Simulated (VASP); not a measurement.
The input files of a VASP run:

KPOINTS:
```
Automatic mesh
0
Gamma
11 11 11
0 0 0
```

**POSCAR**
```
TiB
1
    0.0000000000     2.4793307810     2.4793307810
    2.4793307810    -0.0000000000     2.4793307810
    2.4793307810     2.4793307810     0.0000000000
Ti B
1 1
Direct
  0.0000000000   0.0000000000   0.0000000000
  0.2500000000   0.2500000000   0.2500000000
```

### INCAR
```
ISIF=3   ! ions, shape and volume
ALGO=Normal
EDIFFG=-0.01   ! ionic stop
LASPH=.TRUE.
NSW=60   ! most ionic steps
NELM=100   ! most electronic steps
PREC=Accurate
LCHARG=.FALSE.
ISMEAR=1   ! Methfessel-Paxton
SYSTEM=TiB
GGA=PE
EDIFF=1E-6
ENCUT=520
LREAL=.FALSE.   ! projection in real space or not
SIGMA=0.1
IBRION=2   ! conjugate gradients
LWAVE=.FALSE.
LMAXMIX=4
```

POTCAR, in this order: Ti_sv B (PBE.64 set). Program: vasp_std.

Q: Translate this PBE calculation to Quantum ESPRESSO's pw.x.

A: One equivalent input (not run):
```
&CONTROL
  calculation = 'vc-relax'
  pseudo_dir = './pseudo'
  outdir = './out'
  tprnfor = .true.
  tstress = .true.
  nstep = 60
  forc_conv_thr = 0.00039
/
&SYSTEM
  ibrav = 0
  nat = 2
  ntyp = 2
  ecutwfc = 84
  occupations = 'smearing'
  smearing = 'methfessel-paxton'
  degauss = 0.00735
  input_dft = 'pbe'
/
&ELECTRONS
  conv_thr = 7.3e-08
  electron_maxstep = 100
/
&IONS
/
&CELL
/
ATOMIC_SPECIES
  Ti 47.867 Ti.upf
  B 10.810 B.upf
CELL_PARAMETERS angstrom
     0.0000000    2.4793308    2.4793308
     2.4793308   -0.0000000    2.4793308
     2.4793308    2.4793308    0.0000000
ATOMIC_POSITIONS crystal
  Ti   0.0000000  0.0000000  0.0000000
  B    0.2500000  0.2500000  0.2500000
K_POINTS automatic
  11 11 11 0 0 0
```
What does not carry over: the potentials are each code's own (VASP's PAW set, PseudoDojo norm-conserving files in pw.x), so ENCUT and ecutwfc are chosen apart and not converted; conv_thr bounds pw.x's estimated SCF error, while EDIFF bounds the energy change between steps; forc_conv_thr acts on force components and is met together with etot_conv_thr.

The structure was generated: TiB was put into the zinc blende type (F-43m), which need not be its known phase. It was relaxed first, which changed the volume by -32 %. The start is the result of an earlier pass.
